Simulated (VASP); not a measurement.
Input of a VASP 6.6.1 run:

The input INCAR:

```
PREC     = Accurate       # precision mode
ENCUT    = 520            # plane-wave cutoff, eV
EDIFF    = 1E-7           # SCF threshold, eV
ISMEAR   = -1             # smearing method
SIGMA    = 0.05           # smearing width, eV
LREAL    = False          # projectors in reciprocal space
LASPH    = True           # aspherical terms in the spheres
NELM     = 80             # most SCF steps
ALGO     = Normal         # electronic algorithm
ISIF     = 2              # what is computed and relaxed
LWAVE    = False          # write WAVECAR
LCHARG   = True           # write CHGCAR
GGA      = PE             # functional
LELF     = True           # ELF
LVHAR    = True         
NBANDS   = 25             # bands
```

Contents of KPOINTS:

```
Automatic mesh
0
Gamma
  5 5 5
```

File POSCAR:

```
CsRbMg6
1.0
    5.5492690000      0.0000000000      0.0000000000
    0.0000000000      3.1856700000      8.3617890000
    0.0000000000     -3.1856700000      8.3617890000
Cs Rb Mg
1 1 6
Direct
    0.5000000000      0.6854360000      0.6854360000
    0.5000000000      0.1843120000      0.1843120000
    0.0000000000      0.8660920000      0.8660920000
    0.0000000000      0.3615340000      0.3615340000
    0.0000000000      0.2721710000      0.7794080000
    0.0000000000      0.7794080000      0.2721710000
    0.5000000000      0.1744410000      0.6766030000
    0.5000000000      0.6766030000      0.1744410000
```

Potentials or basis: VASP PAW PBE potentials, release 64 (Cs_sv, Rb_sv, Mg).

The run is started by

```bash
$ cat potpaw_PBE.64/Cs_sv/POTCAR potpaw_PBE.64/Rb_sv/POTCAR potpaw_PBE.64/Mg/POTCAR > POTCAR
$ mpirun -np 1 vasp_std > vasp.out
```

(1) What does it give for the largest force?

(2) What does it give for the band gap on the k mesh?

(3) Estimate the pressure.

## Answers

(1) 0.098 eV/Å.

(2) none (metal or under the smearing width).

(3) -0.2 GPa.
